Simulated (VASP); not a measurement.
Given:

```xyz
12
Lattice="-4.3367 4.3367 1.8816 4.3367 -4.3367 1.8816 4.3367 4.3367 -1.8816" Properties=species:S:1:pos:R:3 pbc="T T T"
Ti     0.0254     2.5351     0.0000
Ti     4.3113     1.8017     1.8816
Ti     6.1384     0.0254     0.0000
Ti    -1.8017     4.3113     1.8816
O      1.3085     4.3271     0.0000
O      3.0282     0.0096     1.8816
O      4.3463     1.3085     0.0000
O     -0.0096     3.0282     1.8816
O      2.9520    -2.9360     1.8816
O      1.3847     7.2727     0.0000
O      2.9360     2.9520     1.8816
O      1.4007     1.3847     0.0000
```

The numbers are results of PBEsol GGA, VASP's PBE PAW potentials (set 64) (plane waves; VASP), not measurements. Numerical set-up: 520 eV cut-off, Gaussian smearing of 0.050 eV, potentials Ti_sv O.

Question: Give the energies of bands 40 to 53 at the high-symmetry points, in eV from the valence-band maximum.

Answer: 
| band | Γ | X | M | Z | P | N |
|---|---|---|---|---|---|---|
| 40 | -1.71 | -2.00 | -2.08 | -1.96 | -1.77 | -2.30 |
| 41 | -1.49 | -1.57 | -1.70 | -1.96 | -1.56 | -2.28 |
| 42 | -1.49 | -1.39 | -1.62 | -1.83 | -1.56 | -1.64 |
| 43 | -1.46 | -1.37 | -1.37 | -1.83 | -1.35 | -1.63 |
| 44 | -1.15 | -1.30 | -1.37 | -1.24 | -1.23 | -1.08 |
| 45 | -0.95 | -1.17 | -1.23 | -1.00 | -1.23 | -0.82 |
| 46 | -0.95 | -0.97 | -1.17 | -0.48 | -1.12 | -0.75 |
| 47 | -0.94 | -0.94 | -1.17 | -0.48 | -1.01 | -0.70 |
| 48 | -0.71 | -0.68 | 0.00 | -0.31 | -0.20 | -0.37 |
| 49 | 1.57 | 2.26 | 2.86 | 2.63 | 2.59 | 2.83 |
| 50 | 3.04 | 2.52 | 2.86 | 3.21 | 3.13 | 3.20 |
| 51 | 3.04 | 2.74 | 2.91 | 3.21 | 3.13 | 3.27 |
| 52 | 3.09 | 3.30 | 3.11 | 3.56 | 3.37 | 3.34 |
| 53 | 3.44 | 3.66 | 3.42 | 3.66 | 3.79 | 3.55 |

The gap is indirect, 1.57 eV, from the valence maximum at M to the conduction minimum at Γ.

The structure comes from a computed database's TiO2 entry (I4/m); how it stands against other phases isn't given here. It was relaxed first.
